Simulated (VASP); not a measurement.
An input for Quantum ESPRESSO's pw.x (written as the equivalent of a VASP run, and not itself run):

```
&CONTROL
  calculation = 'scf'
  pseudo_dir = './pseudo'
  outdir = './out'
  tprnfor = .true.
  tstress = .true.
/
&SYSTEM
  ibrav = 0
  nat = 2
  ntyp = 2
  ecutwfc = 94
  occupations = 'smearing'
  smearing = 'methfessel-paxton'
  degauss = 0.00735
  input_dft = 'pbe'
  nspin = 2
  starting_magnetization(1) = 0.15
  starting_magnetization(2) = -0.15
/
&ELECTRONS
  conv_thr = 0.00073
  electron_maxstep = 100
/
ATOMIC_SPECIES
  Cr1 51.996 Cr.upf
  Cr2 51.996 Cr.upf
CELL_PARAMETERS angstrom
     2.8154870    0.0000000    0.0000000
     0.0000000    2.9264720    0.0000000
     0.0000000    0.0000000    2.8307900
ATOMIC_POSITIONS crystal
  Cr1  0.0000000  0.0000000  0.0000000
  Cr2  0.5095430  0.5000000  0.5000000
K_POINTS automatic
  12 11 12 0 0 0
```

Write the VASP files for the same calculation (PBE).

Several could match; the one computed here: 
### INCAR
```
SYSTEM = Cr
PREC = Accurate
ENCUT = 400
EDIFF = 1E-2
NELM = 100
ALGO = Normal
LREAL = .FALSE.
LASPH = .TRUE.
ISMEAR = 1
SIGMA = 0.1
GGA = PE
LMAXMIX = 4
ISPIN = 2
MAGMOM = 1.5 -1.5
LORBIT = 10
LWAVE = .FALSE.
LCHARG = .FALSE.
ISIF = 2
```

### KPOINTS
```
Automatic mesh
0
G
  12 11 12
```

File POSCAR:
```
Cr
5.8529440
  0.4810377478   0.0000000000   0.0000000000
  0.0000000000   0.5000000000   0.0000000000
  0.0000000000   0.0000000000   0.4836523295
Cr
2
Cart
  0.0000000000   0.0000000000   0.0000000000
  0.2451094171   0.2500000000   0.2418261647
```

POTCAR, in this order: Cr_pv (PBE.64 set). Program: vasp_std.

What does not carry over: the potentials are each code's own (VASP's PAW set, PseudoDojo norm-conserving files in pw.x), so ENCUT and ecutwfc are chosen apart and not converted; conv_thr bounds pw.x's estimated SCF error, while EDIFF bounds the energy change between steps; starting_magnetization is a fraction of the valence charge and MAGMOM a moment in μB, so they match only roughly.

The compound is Cr in the bcc, AFM order structure. The cell was not relaxed at this level. The run is one of a series of settings (EDIFF = 1E-2 against the base run), some of them coarse on purpose.
